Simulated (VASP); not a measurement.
Given:

```
CELL_PARAMETERS angstrom
     -1.61160     1.61160     1.61160
      1.61160    -1.61160     1.61160
      1.61160     1.61160    -1.61160
ATOMIC_POSITIONS crystal
  W  0.00000 0.00000 0.00000
```

Method: PBE GGA, VASP's PBE PAW potentials (set 64) (plane waves; VASP 6.6.1). Run with 400 eV cut-off, 14×14×14 Γ-centred mesh, first-order Methfessel-Paxton smearing of 0.10 eV, potentials W_sv.

### Question
Give the stress tensor in GPa (positive for a compressed cell).

### Answer

```
-9.67   0.00   0.00
 0.00  -9.67   0.00
 0.00   0.00  -9.67
```
The pressure is its mean diagonal, -9.67 GPa.

The compound is W in the bcc structure. The cell was not relaxed at this level.
